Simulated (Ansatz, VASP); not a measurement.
Si in VASP and in Ansatz

```
Si
1.0
     0.00000    2.70453    3.01663
     2.70453    0.00000    3.01663
     2.70453    2.70453    0.00000
Si
2
Direct
  0.50000 0.50000 0.50000
  0.75000 0.75000 0.75000
```

Alike in both runs: task single point; functional LDA; k mesh 12 × 12 × 12; occupations gaussian, width 0.05 eV; no spin polarisation.

|  | VASP | Ansatz |
| --- | --- | --- |
| version | VASP 6.6.1 | Ansatz 0.2.0 |
| potentials or method | VASP PAW LDA potentials, release 64 (Si) | scalar-relativistic, plane waves, PAW |
| plane-wave cutoff (eV) | 520 | 420 |
| valence electrons in the cell | 8 | 8 |

VASP gave:

- gap on the k mesh at the Fermi level (eV): 0.05
- least direct gap on the mesh (eV): 1.36
- pressure (GPa): -8.7
- largest component of the traceless stress (GPa): 7.84

Question: What did Ansatz give for the same quantities?

Answer: gap on the k mesh at the Fermi level (eV): 0.05; least direct gap on the mesh (eV): 1.35; pressure (GPa): -8.7; largest component of the traceless stress (GPa): 7.84.

Ansatz warned: «pseudo_functional_mismatch».
